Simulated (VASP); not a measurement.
Consider the following.

```
CELL_PARAMETERS angstrom
      1.26097    -2.18406     0.00000
      1.26097     2.18406     0.00000
      0.00000     0.00000     4.06584
ATOMIC_POSITIONS crystal
  Co 0.33333 0.66667 0.25000
  Co 0.66667 0.33333 0.75000
```
Starting moments (μB, in the order of the record's atoms Co Co): 1.6 1.6.

Method: rev-vdW-DF2, VASP's PBE PAW potentials (set 64) (plane waves; VASP 6.6.1). Numerical set-up: 520 eV cut-off, 17×17×9 Γ-centred mesh, first-order Methfessel-Paxton smearing of 0.10 eV, potentials Co.

Problem. Predict the cell moment, energy per atom (σ→0), pressure, band gap (on the k-mesh) with the smallest direct gap where there is one.

Solution. 
| Property | Result |
|---|---|
| band gap (on the k-mesh) | none (metal, semimetal or under 0.01 eV) |
| cell moment | 3.24 μB |
| energy per atom (σ→0) | -4.862 eV/atom |
| pressure | -116.9 kbar |

Problem. Give the moment on each site (PAW-sphere projection).

Solution. 
| site | moment (μB) |
|---|---|
| Co1 | 1.64 |
| Co2 | 1.64 |

The compound is Co in the hcp structure. This cell is one point of a volume scan, at 1.06 of the reference volume.
